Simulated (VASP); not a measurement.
Calculation: PBEsol GGA, VASP's PBE PAW potentials (set 64) (plane waves; VASP).

VASP input:

**INCAR**
```
! general
SYSTEM =HfTe
PREC   =Accurate
ENCUT  =400
LREAL  =.FALSE.
LASPH  =.TRUE.

! electronic loop
EDIFF  =1E-6
NELM   =100
ALGO   =Normal
LMAXMIX=6

! smearing
ISMEAR =0
SIGMA  =0.05

! functional
GGA    =PS

! ions
IBRION =2
NSW    =60
ISIF   =3
EDIFFG =-0.02

! output
LWAVE  =.FALSE.
LCHARG =.FALSE.
```

File POSCAR:
```
HfTe
1
    3.5923335669     0.0000000000     0.0000000000
   -1.7961667835     3.1110521322     0.0000000000
   -0.0000000000     0.0000000000     9.4431139791
Hf Te
2 2
Direct
  0.3333330000   0.6666670000   0.0390614211
  0.6666670000   0.3333330000   0.5390614211
  0.3333330000   0.6666670000   0.3359385789
  0.6666670000   0.3333330000   0.8359385789
```

KPOINTS:
```
Automatic mesh
0
Gamma
7 7 2
0 0 0
```

POTCAR, in this order: Hf_pv Te (PBE.64 set). Program: vasp_std.

Unless said otherwise, spin-orbit coupling is left out, though it shifts the bands of the heavy elements here.

**Question.** Estimate the energy per atom (σ→0), volume per atom, band gap (on the k-mesh).

**Answer.** 
```yaml
energy per atom (σ→0): -7.213 eV/atom
band gap (on the k-mesh): none (metal, semimetal or under 0.01 eV)
volume_per_atom: 26.40 Å^3/atom
```

**OSZICAR**
```
...
   1 F= -.28853079E+02 E0= -.28852841E+02  d E =-.288531E+02
       N       E                     dE             d eps       ncg     rms          rms(c)
DAV:   1    -0.288531436049E+02   -0.64658E-04   -0.92357E-02   648   0.212E+00    0.383E-01
DAV:   2    -0.288533876602E+02   -0.24406E-03   -0.42387E-03   740   0.442E-01    0.121E-01
DAV:   3    -0.288533534359E+02    0.34224E-04   -0.16314E-04   840   0.815E-02    0.638E-02
DAV:   4    -0.288533477308E+02    0.57051E-05   -0.24239E-05   784   0.280E-02    0.196E-02
DAV:   5    -0.288533475900E+02    0.14087E-06   -0.13457E-06   472   0.735E-03
   2 F= -.28853348E+02 E0= -.28853136E+02  d E =-.268760E-03
```

The structure was generated: HfTe was put into the wurtzite type (P6_3mc), which need not be its known phase. This run relaxes it. Symmetry was kept, so distortions that lower it aren't found. The k-mesh is coarse (spacing up to 0.33 per Å, 2π included), so the numbers may not be converged in it. The start is the result of an earlier pass.
